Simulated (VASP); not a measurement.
```yaml
crystal:
  lattice:
    - [0.00000, 3.23766, 3.23766]
    - [3.23766, 0.00000, 3.23766]
    - [3.23766, 3.23766, 0.00000]
  atoms:
    - { symbol: Na, position: [0.25000, 0.25000, 0.25000] }
    - { symbol: Na, position: [0.75000, 0.75000, 0.75000] }
    - { symbol: S, position: [0.00000, 0.00000, 0.00000] }
```

The numbers are results of MS2 meta-GGA, VASP's PBE PAW potentials (set 64) (plane waves; VASP 6.6.1), not measurements. Run with 520 eV cut-off, 7×7×7 Γ-centred mesh, tetrahedra with Blöchl corrections, potentials Na_pv S.

**Question.** What does the run give for the energy per atom (σ→0), band gap (over mesh and band path) with the smallest direct gap where there is one?

**Answer.** 
| Property | Result |
|---|---|
| band gap (over mesh and band path) | 3.10 eV |
| smallest direct gap (over mesh and band path) | 3.10 eV |
| energy per atom (σ→0) | -7.081 eV/atom |

Only differences to runs with the same potentials and settings are physical.

The compound is Na2S in the antifluorite structure. It was relaxed first.
